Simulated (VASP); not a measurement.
Level of theory: RPBE GGA, VASP's PBE PAW potentials (set 64) (plane waves; VASP 6.6.1).

VASP input:

### POSCAR
```
CdSe
1.0
  2.2288622350  -3.8605023719   0.0000000000
  2.2288622350   3.8605023719   0.0000000000
  0.0000000000   0.0000000000   7.2572574237
Cd Se
2 2
Cart
  2.2288622350  -1.2868366976   3.6294320322
  2.2288622350   1.2868366976   0.0008033203
  2.2288622350  -1.2868366976   6.3565541828
  2.2288622350   1.2868366976   2.7279254710
```

File KPOINTS:
```
k-points along high-symmetry lines
10
Line-mode
Reciprocal
  0.000000   0.000000   0.000000 ! GAMMA
  0.000000   0.500000   0.000000 ! M

  0.000000   0.500000   0.000000 ! M
 -0.333333   0.666667   0.000000 ! K

 -0.333333   0.666667   0.000000 ! K
  0.000000   0.000000   0.000000 ! GAMMA

  0.000000   0.000000   0.000000 ! GAMMA
  0.000000   0.000000   0.500000 ! A

  0.000000   0.000000   0.500000 ! A
  0.000000   0.500000   0.500000 ! L

  0.000000   0.500000   0.500000 ! L
 -0.333333   0.666667   0.500000 ! H

 -0.333333   0.666667   0.500000 ! H
  0.000000   0.000000   0.500000 ! A

  0.000000   0.500000   0.500000 ! L
  0.000000   0.500000   0.000000 ! M

 -0.333333   0.666667   0.500000 ! H
 -0.333333   0.666667   0.000000 ! K
```

**INCAR**
```
ALGO  =  Normal
EDIFF  =  1E-7
ENCUT  =  520
GGA  =  RP
ICHARG  =  11
ISMEAR  =  0
LASPH  =  .True.
LCHARG  =  .False.
LMAXMIX  =  4
LORBIT  =  11
LREAL  =  .False.
LWAVE  =  .False.
NELM  =  100
PREC  =  Accurate
SIGMA  =  0.05
SYSTEM  =  CdSe
```

POTCAR, in this order: Cd Se (PBE.64 set). Program: vasp_std. Read from the step before: CHGCAR.

Output of the run:

OUTCAR:
```
 ion  position               nearest neighbor table
   1  0.667  0.333  0.500-   4 2.73   4 2.73   4 2.73   3 2.73
   2  0.333  0.667  0.000-   3 2.73   3 2.73   3 2.73   4 2.73
   3  0.667  0.333  0.876-   2 2.73   2 2.73   2 2.73   1 2.73
   4  0.333  0.667  0.376-   1 2.73   1 2.73   1 2.73   2 2.73
  LATTYP: Found a hexagonal cell.
 ALAT       =     4.4577242429
 C/A-ratio  =     1.6280184749
 Subroutine PRICEL returns:
 Original cell was already a primitive cell.
 Subroutine GETGRP returns: Found 12 space group operations
The static configuration has the point symmetry C_3v.
 The point group associated with its full space group is C_6v.
The dynamic configuration has the point symmetry C_3v.
 Subroutine INISYM returns: Found 12 space group operations
   k-points           NKPTS =     90   k-points in BZ     NKDIM =     90   number of bands    NBANDS=     22
   number of dos      NEDOS =    301   number of ions     NIONS =      4
   total plane-waves  NPLWV =  69984
   dimension x,y,z NGX =    36 NGY =   36 NGZ =   54
   dimension x,y,z NGXF=    72 NGYF=   72 NGZF=  108
   ions per type =               2   2
   PREC   = accura    normal or accurate (medium, high low for compatibility)
   ISTART =      0    job   : 0-new  1-cont  2-samecut
   ICHARG =     11    charge: 1-file 2-atom 10-const
   ISPIN  =      1    spin polarized calculation?
...
```

**OSZICAR**
```
       N       E                     dE             d eps       ncg     rms          rms(c)
DAV:   1     0.238550036662E+03    0.23855E+03   -0.17215E+04  3960   0.145E+03
DAV:   2     0.364015984859E+01   -0.23491E+03   -0.23015E+03  4470   0.344E+02
DAV:   3    -0.895017319221E+01   -0.12590E+02   -0.12443E+02  4662   0.787E+01
DAV:   4    -0.907558138369E+01   -0.12541E+00   -0.12531E+00  4422   0.742E+00
DAV:   5    -0.907686945739E+01   -0.12881E-02   -0.12879E-02  4704   0.671E-01
DAV:   6    -0.907689500473E+01   -0.25547E-04   -0.25537E-04  4556   0.822E-02
DAV:   7    -0.907689570844E+01   -0.70371E-06   -0.70372E-06  4728   0.114E-02
DAV:   8    -0.907689573284E+01   -0.24401E-07   -0.24384E-07  3794   0.183E-03
   1 F= -.90768957E+01 E0= -.90768957E+01  d E =-.528462E-12
```

File OUTCAR:
```
 val. band max:        0.2997888773   @ k =  -0.0000   0.0000   0.0000

 cond. band min:       0.9073935204   @ k =   0.0000   0.0000   0.0000



 k-point     1 :       0.0000    0.0000    0.0000
  band No.  band energies     occupation
      1     -11.7191      2.00000
      2     -11.4312      2.00000
      3      -7.3486      2.00000
      4      -7.3423      2.00000
      5      -7.3423      2.00000
      6      -7.2922      2.00000
      7      -7.2922      2.00000
      8      -7.1038      2.00000
      9      -7.1038      2.00000
     10      -7.0591      2.00000
     11      -7.0591      2.00000
     12      -6.8478      2.00000
     13      -3.4564      2.00000
     14      -0.3257      2.00000
     15      -0.3256      2.00000
     16       0.2707      2.00000
     17       0.2998      2.00000
     18       0.2998      2.00000
     19       0.9074      0.00000
     20       2.5048      0.00000
     21       6.2182      0.00000
     22       6.2183      0.00000

 k-point     2 :       0.0000    0.0556    0.0000
  band No.  band energies     occupation
      1     -11.7117      2.00000
      2     -11.4278      2.00000
      3      -7.3467      2.00000
      4      -7.3397      2.00000
      5      -7.3354      2.00000
      6      -7.2890      2.00000
      7      -7.2887      2.00000
      8      -7.1049      2.00000
      9      -7.1039      2.00000
     10      -7.0612      2.00000
     11      -7.0586      2.00000
     12      -6.8434      2.00000
     13      -3.4408      2.00000
     14      -0.4563      2.00000
     15      -0.3587      2.00000
     16      -0.0142      2.00000
     17       0.2540      2.00000
     18       0.2814      2.00000
     19       1.2161      0.00000
     20       2.6415      0.00000
     21       6.1164      0.00000
     22       6.2613      0.00000

 k-point     3 :       0.0000    0.1111    0.0000
  band No.  band energies     occupation
      1     -11.6900      2.00000
      2     -11.4180      2.00000
...
```

The density is held fixed in this step, so its total energy and stress have no physical meaning.

The compound is CdSe in the wurtzite structure. It was relaxed first, which changed the volume by +11 %.
